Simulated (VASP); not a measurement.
Given:

```
CELL_PARAMETERS angstrom
      0.04004     2.00204     2.00204
      2.04209     0.00000     2.04209
      2.00204     2.00204     0.04004
ATOMIC_POSITIONS crystal
  Li 0.00000 0.00000 0.00000
  F  0.50000 0.50000 0.50000
```

Method: PBEsol GGA, VASP's PBE PAW potentials (set 64) (plane waves; VASP). Settings: 600 eV cut-off, 10×10×10 Γ-centred mesh, Gaussian smearing of 0.050 eV, potentials Li_sv F.

### Question
What does the run give for the energy per atom (σ→0), band gap (on the k-mesh) with the smallest direct gap where there is one?

### Answer

| Quantity | Result |
|---|---|
| band gap (on the k-mesh) | 8.96 eV |
| smallest direct gap (on the k-mesh) | 8.96 eV |
| energy per atom (σ→0) | -4.925 eV/atom |

Total energies compare only between runs with the same potentials, cut-off and functional.

The compound is LiF in the rock salt structure. This cell was strained or had an atom moved on purpose.
